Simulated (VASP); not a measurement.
All values below come from PBE GGA with D4 dispersion, VASP's PBE PAW potentials (set 64) (plane waves; VASP).

A VASP calculation is set up with these files.

File POSCAR:
```
InSb
1
    0.0000000000     3.2400000000     3.2400000000
    3.2400000000     0.0000000000     3.2400000000
    3.2400000000     3.2400000000     0.0000000000
In Sb
1 1
Direct
  0.0000000000   0.0000000000   0.0000000000
  0.2500000000   0.2500000000   0.2500000000
```

File KPOINTS:
```
Automatic mesh
0
Gamma
6 6 6
0 0 0
```

**INCAR**
```
ALGO  =  Normal
EDIFF  =  1E-6
EDIFFG  =  -0.01
ENCUT  =  520
GGA  =  PE
IBRION  =  2
ISIF  =  3
ISMEAR  =  0
IVDW  =  13
LASPH  =  .TRUE.
LCHARG  =  .FALSE.
LMAXMIX  =  4
LREAL  =  .FALSE.
LWAVE  =  .FALSE.
NELM  =  100
NSW  =  60
PREC  =  Accurate
SIGMA  =  0.05
SYSTEM  =  InSb
```

POTCAR, in this order: In_d Sb (PBE.64 set). Program: vasp_std.

Energy and stress use the plane-wave basis of the starting cell. Unless said otherwise, spin-orbit coupling is left out, though it shifts the bands of the heavy elements here.

**Question.** Predict the energy per atom (σ→0), dispersion energy, volume per atom, band gap (on the k-mesh).

**Answer.** 
```yaml
energy per atom (σ→0): -3.806 eV/atom
dispersion_energy: -696 meV
band gap (on the k-mesh): none (metal, semimetal or under 0.01 eV)
volume_per_atom: 34.99 Å³/atom
```

### OSZICAR
```
...
DAV:   1    -0.693340993223E+01   -0.11157E-01   -0.46558E-01   521   0.135E+01    0.848E-01
DAV:   2    -0.691766483793E+01    0.15745E-01   -0.35242E-02   501   0.429E+00    0.305E-01
DAV:   3    -0.691511051066E+01    0.25543E-02   -0.78172E-03   546   0.179E+00    0.160E-01
DAV:   4    -0.691506811347E+01    0.42397E-04   -0.24451E-04   416   0.154E-01    0.107E-01
DAV:   5    -0.691503974355E+01    0.28370E-04   -0.44569E-05   490   0.627E-02    0.459E-02
DAV:   6    -0.691504419287E+01   -0.44493E-05   -0.12586E-05   611   0.356E-02    0.891E-03
DAV:   7    -0.691504323531E+01    0.95756E-06   -0.79563E-07   298   0.159E-02
   3 F= -.76113858E+01 E0= -.76112072E+01  d E =-.759664E-02
```

The compound is InSb in the zinc blende structure. This run relaxes it. Symmetry was kept, so distortions that lower it aren't found.
